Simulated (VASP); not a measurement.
Output of a VASP run:

OSZICAR:
```
       N       E                     dE             d eps       ncg     rms          rms(c)
DAV:   1     0.385058412461E+02    0.38506E+02   -0.82955E+03  7546   0.128E+03
DAV:   2    -0.224564299916E+02   -0.60962E+02   -0.57653E+02  9966   0.254E+02
DAV:   3    -0.246675469047E+02   -0.22111E+01   -0.21880E+01  9681   0.420E+01
DAV:   4    -0.246863278097E+02   -0.18781E-01   -0.18711E-01  8953   0.389E+00
DAV:   5    -0.246866425637E+02   -0.31475E-03   -0.31369E-03  9930   0.356E-01    0.498E+01
DAV:   6    -0.231190995591E+02    0.15675E+01   -0.12216E+00  8863   0.820E+00    0.482E+01
DAV:   7    -0.217385632324E+02    0.13805E+01   -0.83587E+00  8868   0.206E+01    0.413E+01
DAV:   8    -0.222614376592E+02   -0.52287E+00   -0.44170E+00  8806   0.145E+01    0.519E+00
DAV:   9    -0.216767512738E+02    0.58469E+00   -0.36025E+00  8845   0.125E+01    0.193E+00
DAV:  10    -0.216687509229E+02    0.80004E-02   -0.78483E-02  8683   0.289E+00    0.319E+00
DAV:  11    -0.216660675811E+02    0.26833E-02   -0.53213E-03  9250   0.626E-01    0.171E+00
DAV:  12    -0.216647040833E+02    0.13635E-02   -0.22307E-03  8820   0.454E-01    0.128E+00
DAV:  13    -0.216643842843E+02    0.31980E-03   -0.80008E-04  9093   0.238E-01    0.630E-01
DAV:  14    -0.216643626310E+02    0.21653E-04   -0.52437E-05  9449   0.733E-02    0.237E-01
DAV:  15    -0.216643453344E+02    0.17297E-04   -0.58997E-05  8982   0.547E-02    0.846E-02
DAV:  16    -0.216643449398E+02    0.39458E-06   -0.18903E-06  6742   0.147E-02
   1 F= -.21664345E+02 E0= -.21664309E+02  d E =-.108451E-03
```

File OUTCAR:
```
------------------------ aborting loop because EDIFF is reached ----------------------------------------
  FORCE on cell =-STRESS in cart. coord.  units (eV):
  Direction    XX          YY          ZZ          XY          YZ          ZX
  --------------------------------------------------------------------------------------
  Total        1.2253744     -1.2009522      1.6759072      0.0000000      0.0000000      0.0000000
  in kB       84.7534627    -83.0642965    115.9147286      0.0000000      0.0000000      0.0000000
  external PRESSURE =      39.2012983 kB  Pullay stress =       0.0000000 kB
  volume of cell :       23.16
      direct lattice vectors                 reciprocal lattice vectors
     0.000000000  2.316908000  2.220996000    -0.222144028  0.215804857  0.225124224
     2.250792000  0.000000000  2.220996000     0.222144028 -0.215804857  0.225124224
     2.250792000  2.316908000  0.000000000     0.222144028  0.215804857 -0.225124224
 POSITION                                       TOTAL-FORCE (eV/Angst)
 -----------------------------------------------------------------------------------
      0.00000      0.00000      0.00000         1.198975      0.000000      0.000000
      2.34858      2.31691      2.22100        -1.198975      0.000000      0.000000
 -----------------------------------------------------------------------------------
    total drift:                                0.000441      0.000000      0.000000
  FREE ENERGIE OF THE ION-ELECTRON SYSTEM (eV)
  ---------------------------------------------------
  free  energy   TOTEN  =       -21.6643449398 eV

  energy  without entropy=      -21.6642364885  energy(sigma->0) =      -21.66430879
```
(Selected blocks of OUTCAR.)

File POSCAR:
```
HfN
1
    0.0000000000     2.3169080000     2.2209960000
    2.2507920000     0.0000000000     2.2209960000
    2.2507920000     2.3169080000     0.0000000000
Hf N
1 1
Direct
  0.0000000000   0.0000000000   0.0000000000
  0.4782770000   0.5217230000   0.5217230000
```

### Question
Write an INCAR and KPOINTS that could have produced this output.

### Answer
Several could match; the one computed here: the input of the run itself, PBE GGA, plane waves, VASP's PBE PAW potentials (set 64).

File KPOINTS:
```
Regular mesh
0
gamma
  13 13 13
```

### INCAR
```
! general
SYSTEM  = HfN
PREC    = Accurate
ENCUT   = 520
LREAL   = F
LASPH   = T

! electronic loop
EDIFF   = 1E-6
NELM    = 100   ! most electronic steps
ALGO    = Normal   ! blocked Davidson
IMIX    = 4
AMIX    = 0.1
BMIX    = 1.0
LMAXMIX = 6   ! l cut-off of mixed one-centre charges

! smearing
ISMEAR  = 1   ! Methfessel-Paxton
SIGMA   = 0.1

! functional
GGA     = PE

! ions
ISIF    = 2

! output
LWAVE   = F
LCHARG  = F
```

POTCAR, in this order: Hf_pv N (PBE.64 set). Program: vasp_std.

The compound is HfN in the rock salt structure. The cell was not relaxed at this level, atoms are displaced from their ideal sites. The run is one of a series of settings (AMIX = 0.1, BMIX = 1.0, IMIX = 4 against the base run), some of them coarse on purpose. The electron count is odd and the run is not spin-polarised, which forces a metal.
